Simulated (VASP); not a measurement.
A run of VASP 6.6.1:

The input INCAR:

```
SYSTEM = CaCoAu3
ALGO     = Normal         ! electronic algorithm
EDIFF    = 1E-7           ! SCF threshold, eV
EDIFFG   = -0.02          ! ionic threshold
ENCUT    = 600            ! plane-wave cutoff, eV
GGA      = PE             ! functional
IBRION   = 2              ! ionic algorithm
ISIF     = 3              ! what is computed and relaxed
ISMEAR   = -1             ! smearing method
ISPIN    = 2              ! spin polarisation
IVDW     = 1              ! dispersion correction
LASPH    = .TRUE.         ! aspherical terms in the spheres
LCHARG   = .FALSE.        ! write CHGCAR
LMAXMIX  = 4              ! l up to which the mixer works
LORBIT   = 11             ! projections on sites
LREAL    = .FALSE.        ! projectors in reciprocal space
LWAVE    = .FALSE.        ! write WAVECAR
MAGMOM   = 0 2 0 0 0      ! initial moments
NELM     = 150            ! most SCF steps
NSW      = 60             ! ionic steps
PREC     = Accurate       ! precision mode
SIGMA    = 0.05           ! smearing width, eV
```

Contents of KPOINTS:

```
k-points
0
G
  5 5 5
  0 0 0
```

POSCAR

```
CaCoAu3
1.0
    4.8510400000      0.0000000000      0.0000000000
    0.0000000000      4.8510400000      0.0000000000
    0.0000000000      0.0000000000      4.8510400000
Ca Co Au
1 1 3
Direct
    0.0000000000      0.0000000000      0.0000000000
    0.5000000000      0.5000000000      0.5000000000
    0.0000000000      0.5000000000      0.5000000000
    0.5000000000      0.0000000000      0.5000000000
    0.5000000000      0.5000000000      0.0000000000
```

Potentials or basis: VASP PAW PBE potentials, release 64 (Ca_sv, Co, Au).

The run is started by

```bash
$ cat potpaw_PBE.64/Ca_sv/POTCAR potpaw_PBE.64/Co/POTCAR potpaw_PBE.64/Au/POTCAR > POTCAR
$ mpirun -np 1 vasp_std > vasp.out
```

Hardware: 1 thread of AMD EPYC 7R43 64-Core Processor (Zen 3), on a shared host.

Question: Estimate the wall time of this run.

Answer: Run time: 7 min on 1 thread of AMD EPYC 7R43 64-Core Processor (Zen 3) (shared host), peak memory 0.3 GiB. Counts: scf iterations 40, k points 10, ion steps 3.
